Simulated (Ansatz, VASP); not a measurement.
# H18C11O9 (amorphous polycarbonate of ethylene at 300 K): VASP beside Ansatz

Wanted: the spread between two codes on one cell, functional and k mesh. The cell is taken from a series of runs on this material, whose earlier steps may have relaxed, scaled, displaced or heated it; both programs get it as it stands.

Calculated with Ansatz 0.2.0; plane waves, with VASP 6.6.1 beside it; single point at LDA.

### 1. The structure

The cell holds 152 atoms: 44 C, 36 O and 72 H. Cell: a = 11.509 Å, b = 11.509 Å, c = 11.509 Å, α = 90.0°, β = 90.0°, γ = 90.0°. As first built, before any earlier steps moved the atoms (in the runner's words): 4 polycarbonate of ethylene chains of 3 units placed at random, at 1.28 g/cm^3; overlaps pushed apart, then 20 ps at 800 K with MMFF94 bonds, angles, torsions, charges and radii (Halgren, J. Comput. Chem. 17, 490 (1996)) in harmonic and 12-6 forms; charges of ions scaled by 0.8. Snapshot after 30 ps at 300 K and fixed volume.

### 2. VASP: single point, LDA

With cell and atoms fixed, the geometry can't cause a difference; cores, projectors, grids and the points listed under the comparison can.

Lines of VASP's logs that name or quote its potential files are left out, and so is its time.

File INCAR:

```
SYSTEM = H18C11O9
PREC = Accurate
ENCUT = 520
EDIFF = 1E-06
NELM = 120
ISMEAR = 0
SIGMA = 0.01
LREAL = Auto
ALGO = Normal
GGA = CA
NBANDS = 338
LORBIT = 11
LWAVE = .FALSE.
LCHARG = .FALSE.
ISIF = 2
LASPH = .TRUE.
GGA_COMPAT = .FALSE.
EFERMI = MIDGAP
```

File POSCAR:

```
H18C11O9
1.0
   11.5093000000      0.0000000000      0.0000000000
    0.0000000000     11.5093000000      0.0000000000
    0.0000000000      0.0000000000     11.5093000000
C O H
44 36 72
Direct
    0.1021800000      0.5288900000      0.8284200000
    0.0435500000      0.3588600000      0.7446100000
    0.9296100000      0.2331900000      0.6373300000
    0.9703100000      0.1662700000      0.5265300000
    0.1094200000      0.0692600000      0.4406000000
    0.2473500000      0.9524300000      0.3510400000
    0.2998200000      0.0236200000      0.2539200000
    0.4205400000      0.1695400000      0.3286300000
    0.5394500000      0.3162600000      0.3907500000
    0.6570900000      0.3393600000      0.4525900000
    0.7504500000      0.3272600000      0.3641300000
    0.3063300000      0.7697400000      0.6042300000
    0.3249800000      0.7718900000      0.8000200000
    0.3577600000      0.7637500000      0.9996100000
    0.3595500000      0.6733600000      0.1002400000
    0.4644800000      0.6613100000      0.2681800000
    0.6063700000      0.6736900000      0.4062800000
    0.7148700000      0.7088200000      0.3299600000
    0.7520200000      0.9173700000      0.3218500000
    0.6706400000      0.0145200000      0.1698200000
    0.5871400000      0.0135600000      0.0660700000
    0.6311000000      0.9273500000      0.9715700000
    0.6655400000      0.9400600000      0.6914000000
    0.5343300000      0.0856800000      0.6513900000
    0.3782600000      0.2041900000      0.6577800000
    0.3422600000      0.3303100000      0.6746000000
    0.4892000000      0.4579000000      0.7199000000
    0.6202400000      0.6141600000      0.7518100000
    0.7384000000      0.5522400000      0.7594100000
    0.8709900000      0.6168800000      0.6174100000
[... 116 atom lines left out ...]
    0.9348000000      0.0141100000      0.9258200000
    0.0937500000      0.8281400000      0.8040700000
    0.9933600000      0.9127000000      0.7312300000
    0.2051700000      0.0039600000      0.8630100000
    0.1866600000      0.9884100000      0.7088000000
    0.1091600000      0.0908000000      0.7826000000
```

File KPOINTS:

```
Automatic mesh
0
Gamma
1 1 1
0 0 0
```

PAW data sets: C, O and H (LDA family, release 64).

Started as:

```bash
$ export OMP_NUM_THREADS=4
$ mpirun -np 1 vasp_gam
```

Numbers of over 12 decimals in the logs are rounded to 6 here.

What it wrote:

```text
[banner, memory and clock lines left out]
running    1 mpi-ranks, on    1 nodes
[...]
Offloading initialized ...    1 GPUs detected
[...]
LDA part: xc-table for (Slater(with rela. corr.)+CA(PZ))
 , standard interpolation
 POSCAR, INCAR and KPOINTS ok, starting setup
[...]
entering main loop
       N       E                     dE             d eps       ncg     rms          rms(c)
DAV:   1     0.351848533826E+04    0.35185E+04   -0.25589E+05   700   0.130E+03
DAV:   2    -0.656536614021E+03   -0.41750E+04   -0.39617E+04   830   0.314E+02
DAV:   3    -0.103987500616E+04   -0.38334E+03   -0.37956E+03   832   0.981E+01
DAV:   4    -0.104853727454E+04   -0.86623E+01   -0.86150E+01   840   0.160E+01
[...]
DAV:  17    -0.967060706552E+03    0.72632E-05   -0.36335E-05   872   0.204E-02    0.622E-03
DAV:  18    -0.967060705408E+03    0.11442E-05   -0.10254E-05   840   0.963E-03    0.380E-03
DAV:  19    -0.967060704811E+03    0.59630E-06   -0.13267E-06   592   0.590E-03
   1 F= -.96706070E+03 E0= -.96706070E+03  d E =0.000000E+00
```

From OUTCAR (step 2):

```text
  FREE ENERGIE OF THE ION-ELECTRON SYSTEM (eV)
  ---------------------------------------------------
  free  energy   TOTEN  =      -967.0607048113 eV

  energy  without entropy=     -967.0607048113  energy(sigma->0) =     -967.06070481
```

The run ends at a pressure of -1.13 GPa, with forces up to 5.3 eV/Å.

### 3. Ansatz: single point, LDA

Ansatz runs on its default PAW (the set named soft_2) files.

The same cell, functional (in two slightly different forms) and mesh now go to Ansatz, which takes its cutoff from its data sets.

File input.yaml:

```yaml
crystal:
  lattice:
    - [11.5093, 0.0, 0.0]
    - [0.0, 11.5093, 0.0]
    - [0.0, 0.0, 11.5093]
  atoms:
    - { symbol: C, position: [0.10218, 0.52889, 0.82842] }
    - { symbol: O, position: [0.09421, 0.46544, 0.73091] }
    - { symbol: C, position: [0.04355, 0.35886, 0.74461] }
    - { symbol: O, position: [0.03819, 0.3013, 0.83421] }
    - { symbol: O, position: [0.98982, 0.33857, 0.64357] }
    - { symbol: C, position: [0.92961, 0.23319, 0.63733] }
    - { symbol: C, position: [0.97031, 0.16627, 0.52653] }
    - { symbol: O, position: [0.08846, 0.1251, 0.53752] }
    - { symbol: C, position: [0.10942, 0.06926, 0.4406] }
    - { symbol: O, position: [0.04344, 0.05528, 0.3602] }
    - { symbol: O, position: [0.21776, 0.01986, 0.45227] }
    - { symbol: C, position: [0.24735, 0.95243, 0.35104] }
    - { symbol: C, position: [0.29982, 0.02362, 0.25392] }
    - { symbol: O, position: [0.41952, 0.05993, 0.27812] }
    - { symbol: C, position: [0.42054, 0.16954, 0.32863] }
    - { symbol: O, position: [0.33728, 0.22838, 0.34848] }
    - { symbol: O, position: [0.53373, 0.19772, 0.35965] }
    - { symbol: C, position: [0.53945, 0.31626, 0.39075] }
    - { symbol: C, position: [0.65709, 0.33936, 0.45259] }
    - { symbol: C, position: [0.75045, 0.32726, 0.36413] }
    - { symbol: H, position: [0.08444, 0.6229, 0.82511] }
    - { symbol: H, position: [0.03309, 0.49554, 0.88723] }
    - { symbol: H, position: [0.18348, 0.5046, 0.86842] }
    - { symbol: H, position: [0.95312, 0.18404, 0.71587] }
    - { symbol: H, position: [0.83926, 0.25617, 0.63368] }
    - { symbol: H, position: [0.95773, 0.21881, 0.4506] }
    - { symbol: H, position: [0.91765, 0.09183, 0.51724] }
    - { symbol: H, position: [0.17176, 0.90188, 0.31333] }
    - { symbol: H, position: [0.30982, 0.88986, 0.37732] }
    - { symbol: H, position: [0.25236, 0.10581, 0.23364] }
[... 116 atom lines left out ...]
    - { symbol: H, position: [0.9348, 0.01411, 0.92582] }
    - { symbol: H, position: [0.09375, 0.82814, 0.80407] }
    - { symbol: H, position: [0.99336, 0.9127, 0.73123] }
    - { symbol: H, position: [0.20517, 0.00396, 0.86301] }
    - { symbol: H, position: [0.18666, 0.98841, 0.7088] }
    - { symbol: H, position: [0.10916, 0.0908, 0.7826] }
kpoints:
  mp_grid: { grid: [1, 1, 1] }
hamiltonian:
  xc: lda
scf:
  occupations: { method: fixed }
output:
  forces: true
```

Started as:

```bash
$ ansatz run input.yaml --threads 4 --pin off --max-ram 8192MiB --backend cpu --events-out ev --progress --plain --runs-dir out
```

What it wrote:

```text
Engine: ansatz 0.2.0, x86_64-unknown-linux-gnu
Pseudopotentials: kind: paw
Pseudopotential: C, paw, valence charge 4, recommended cutoff 420 eV (normal), C.paw.azcp
Pseudopotential: O, paw, valence charge 6, recommended cutoff 420 eV (normal), O.paw.azcp
Pseudopotential: H, paw, valence charge 1, recommended cutoff 420 eV (normal), H.paw.azcp
Functional definition: SPW92
  exchange = slater_x
  correlation = pw_c
Crystal: 152 atoms, lattice volume = 1524.568 Å³
Basis set: ecut = 420 eV, 29711 PW (Γ)
Bands: 384, of which v1, the nominal top of the filled ones, is band 232 counted from 1 (231 counted from 0)
Symmetry: 1 space group operations
Space group: P1 (ITA 1), of the structure as read, at distance tolerance 1.2e-4 Å
k-points: 1
Non-local potential: C, projectors of the file, l = 0: 2, l = 1: 2, l = 2: 1
Non-local potential: O, projectors of the file, l = 0: 2, l = 1: 2, l = 2: 1
Non-local potential: H, projectors of the file, l = 0: 2, l = 1: 1
PAW form: soft (Blöchl's): semilocal exchange-correlation on the pseudo side does not see the compensation charge
PAW frozen core: C, regenerated for the run's functional, and the local potential with it (the file was generated under x = pbe(κ = 0.804, μ = 0.219515), c = pbe(β = 0.066725))
PAW frozen core: O, regenerated for the run's functional, and the local potential with it (the file was generated under x = pbe(κ = 0.804, μ = 0.219515), c = pbe(β = 0.066725))
PAW one-centre angular grid: C, 110 points (default); XC on 64 Gauss nodes
PAW one-centre angular grid: O, 110 points (default); XC on 64 Gauss nodes
PAW one-centre angular grid: H, 110 points (default); XC on 64 Gauss nodes
Initial density: superposition of atomic densities (neutral atoms: chi_scale 0, normalization atom), corrected by the library's trained network
Initial wavefunctions: pseudopotential atomic-orbital guess
Functional: x = slater, c = lda
SCF iter   1: F=—  HF=-31781.771274 eV  |F-HF|=—  |Δ(HF+E_count)|=         —  Δρ=1.11e-2  dr2=1.44e0  ethr=1.77e-3  ⟨swp⟩=5.0  Hψ=1207  notcnv=0  defer=149
preconditioner: auto → Resta (q_TF=auto, 2.238 Å⁻¹)  ε∞=2.5  [insulator: Δε(μ)=5.154 eV  Ē_g=16.812 eV  n_scr=256 (ndim 8)  ℏωp=20.5 eV  f_vac=0.234  ε∞_Penn≈2.5]
SCF iter   2: F=—  HF=-31781.366737 eV  |F-HF|=—  |Δ(HF+E_count)|=   4.05e-1  Δρ=4.76e-3  dr2=2.67e-1  ethr=3.11e-4  ⟨swp⟩=2.0  Hψ=600  notcnv=0  defer=150
SCF iter   3: F=—  HF=-31781.293513 eV  |F-HF|=—  |Δ(HF+E_count)|=   7.32e-2  Δρ=2.23e-3  dr2=7.21e-2  ethr=5.75e-5  ⟨swp⟩=3.0  Hψ=446  notcnv=0  defer=68
automatic band count: iteration 3 solves 302 bands in place of 384: the levels show a gap, and the empty bands left out lie too high to hold charge; the band table lists the bands solved (type scf.n_extra_bands for more)
SCF iter   4: F=—  HF=-31781.275635 eV  |F-HF|=—  |Δ(HF+E_count)|=   1.79e-2  Δρ=7.62e-4  dr2=8.65e-3  ethr=1.55e-5  ⟨swp⟩=3.0  Hψ=447  notcnv=0  defer=68
SCF iter   5: F=—  HF=-31781.274554 eV  |F-HF|=—  |Δ(HF+E_count)|=   1.08e-3  Δρ=3.27e-4  dr2=1.54e-3  ethr=1.87e-6  ⟨swp⟩=2.0  Hψ=469  notcnv=0  defer=68
SCF iter   6: F=—  HF=-31781.274613 eV  |F-HF|=—  |Δ(HF+E_count)|=   5.95e-5  Δρ=1.05e-4  dr2=2.15e-4  ethr=3.33e-7  ⟨swp⟩=2.0  Hψ=463  notcnv=0  defer=67
SCF iter   7: F=—  HF=-31781.274626 eV  |F-HF|=—  |Δ(HF+E_count)|=   1.30e-5  Δρ=4.05e-5  dr2=2.64e-5  ethr=4.62e-8  ⟨swp⟩=2.0  Hψ=463  notcnv=0  defer=66
SCF iter   8: F=—  HF=-31781.274719 eV  |F-HF|=—  |Δ(HF+E_count)|=   9.34e-5  Δρ=2.32e-5  dr2=7.55e-6  ethr=5.69e-9  ⟨swp⟩=2.0  Hψ=529  notcnv=0  defer=66
SCF iter   9: F=—  HF=-31781.274720 eV  |F-HF|=—  |Δ(HF+E_count)|=   8.96e-7  Δρ=6.52e-6  dr2=6.87e-7  ethr=1.63e-9  ⟨swp⟩=2.0  Hψ=463  notcnv=0  defer=66
SCF iter  10: F=—  HF=-31781.274721 eV  |F-HF|=—  |Δ(HF+E_count)|=   4.14e-7  Δρ=3.97e-6  dr2=2.32e-7  ethr=1.48e-10  ⟨swp⟩=2.0  Hψ=469  notcnv=0  defer=66
SCF iter  11: F=-31781.274721 eV  HF=-31781.274721 eV  |F-HF|=2.42e-8  |Δ(HF+E_count)|=   5.04e-8  Δρ=1.00e-6  dr2=1.93e-8  ethr=2.16e-11  ⟨swp⟩=4.0  Hψ=947  notcnv=0
SCF 1 converged in 11 iterations: F = -31781.274721 eV  dr2 = 1.93e-8
  greatest PAW one-centre occupation: 0.874 electrons in one spin orbital (limit 2), on the O atom at site 15 (counted from 0), in its partial waves of l = 0
SCF converged after 11 iterations
Free energy (F): -31781.274721 eV
Harris-Foulkes:  -31781.274721 eV  (|F-HF|=2.42e-8)
Internal energy: -31781.274721 eV  (E = F + TS)
E sigma→0 (E₀):  -31781.274721 eV
Fermi energy:    -1.093676 eV
--- Per-component energies (eV) ---
  E_band       = -3880.959186
  E_kinetic    = 11235.264651
  E_local      = -37327.676534  (includes V_loc(G=0)·N_el)
  E_nonlocal   = 3161.614994
  E_hartree    = 13740.054223
  E_xc         = -5278.495593
  E_vxc        = -6710.954304  (∫ρ·V_xc dr)
  E_paw        = -9384.725839  (= ΣΔE_a)
  E_vpaw       = -1719.310848  (= ΣTr[D̂ρ^β])
  E_aug_tail   = -0.004190  (compensation charges beyond the density's cutoff)
  E_ewald      = -7933.560237
  E_core_change = 6.253804  (= ΣΔE_core)
  E_smearing   = -0.000000  (= −TS)
  E_closure    = 0.000000  (closes the sum)
  Σ components = -31781.274721   (vs F -31781.274721, Δ=0.00e0)
--- Forces (eV/Å), atoms counted from 1 ---
  atom   1  C     -0.67381166     0.00808210     3.07425718
  atom   2  O     -1.09433103    -1.96216107    -2.59410120
  atom   3  C     -0.51883685     0.90436184     0.29932115
  atom   4  O      0.34121763     1.04265899    -1.62942453
  atom   5  O      1.05412849     0.25642331     0.69598343
  atom   6  C      2.00951738    -1.34431385    -1.30187178
  atom   7  C     -0.20536421     1.40024393     2.86872256
  atom   8  O     -1.26520310     1.08497075    -0.07071773
  atom   9  C      1.71606878    -1.56583687    -0.27032556
  atom  10  O      0.63879761     0.18592531     0.15980554
  atom  11  O     -1.22914243    -0.12450752    -1.26149132
  atom  12  C     -0.69861981     0.87055910    -0.85819788
  atom  13  C      0.47731883     0.53050083    -0.22933055
  atom  14  O     -0.81899405     1.60262889     0.88435305
  atom  15  C      1.92714001    -1.77883478     0.26781987
  atom  16  O     -0.21915226     0.24926648    -0.26355328
  atom  17  O     -2.26984314    -1.19751000    -0.73484859
  atom  18  C      1.77685495     0.64091462    -0.03338583
  atom  19  C     -1.59762697    -1.37211512    -2.61585683
  atom  20  C      1.74673782    -0.64333349     0.67543743
  atom  21  H      0.48955349    -0.01729283    -0.84527216
  atom  22  H      0.24942898     0.17337504     0.39953083
  atom  23  H      0.77180612     0.62992473     0.80742496
  atom  24  H     -0.39246654    -0.26192080     0.10631311
[...]
atom 145  H      0.42709210    -0.00655935     0.52064258
  atom 146  H      0.50832330     0.01872069    -0.06101230
  atom 147  H      0.87372250    -1.30217918    -0.18905592
  atom 148  H     -0.13988918    -0.19600577     0.12760231
  atom 149  H     -0.91695941     0.13891742    -0.58589672
  atom 150  H      0.97601177    -0.07730106     0.78923707
  atom 151  H      0.83779179    -0.11209129    -0.51566800
  atom 152  H     -0.23798725     0.57531718     0.21270936
  max |Σ_I F_I| component: 1.18e-4 eV/Å
```

In the SCF lines HF is the Harris–Foulkes energy and dr2 the Hartree energy of the density residual, in eV; the loop may stop once dr2 is under the threshold and the program's other checks hold. Hψ counts applications of the Hamiltonian.

### 4. Comparison

Known differences besides the potentials themselves: the two LDA forms differ slightly; fixed occupations in Ansatz, narrow Gaussian smearing in VASP; the cutoff is 420 eV in Ansatz and 520 eV in VASP (PREC = Accurate, projectors in real space); VASP's log shows a relativistic correction to its local exchange, Ansatz's none. Total energies have different zeros and are not compared.

Compared:

```csv
quantity,Ansatz,VASP,difference
gap on the k mesh (eV),5.144,5.123,+0.021
```

Forces on 10 of the 152 atoms, those with the largest forces and the largest differences (eV/Å; atoms numbered as in POSCAR):

```csv
atom,"Ansatz x, y, z","VASP x, y, z"
C15,"-1.172, 3.247, -0.805","-1.234, 3.185, -0.946"
C25,"-0.653, 0.520, -3.361","-0.824, 0.570, -3.383"
C33,"0.905, 3.762, 3.655","0.916, 3.734, 3.633"
C37,"-2.118, -2.412, -0.534","-2.259, -2.554, -0.565"
O45,"-1.094, -1.962, -2.594","-1.036, -1.928, -2.773"
O52,"-0.219, 0.249, -0.264","-0.761, 0.630, -0.139"
O64,"0.510, -0.757, -0.470","0.175, -1.144, -0.872"
O67,"-0.987, 0.528, -3.821","-0.956, 0.429, -3.383"
O70,"0.014, 0.747, -0.575","0.066, 1.279, -0.248"
H133,"1.925, -1.003, -3.135","1.935, -1.008, -3.158"
```

The forces differ by 128 meV/Å r.m.s., which is 12.1 % of the r.m.s. force of 1.057 eV/Å (both taken over all components). A gap on the mesh is an upper bound, since the band edges may lie between its points.

### 5. Summary of results

| Item | Value |
| --- | --- |
| r.m.s. force difference (single point, LDA) | 12 % of the r.m.s. force |

**Reading.** The r.m.s. force difference is 12 % of the r.m.s. force (single point, LDA), beyond the 3 % picked in this series as the mark of a large difference. What causes the difference of the single point, LDA pair stays open here. Such differences can come from data sets, numerical settings and the points named under the comparisons, not from the functional's error against experiment.

[Lines on the potential files, build, host, timing and source positions are cut from VASP's logs without a mark.]

[Logs are printed without paths, hosts, clocks, repeated set-up lines and the standing remarks that a program may print on its own settings, such as how far it seeks lower states.]

[Hosts, paths, dates, database ids (printed as entryN), source tags and the programs' standing remarks are cut or masked in the printed files.]

[The MMFF94 radii named for the starting cell were scaled by 0.96; in molecules described by MMFF94, hydrogen bound to N, O or S took a small fixed 12-6 site in their place.]
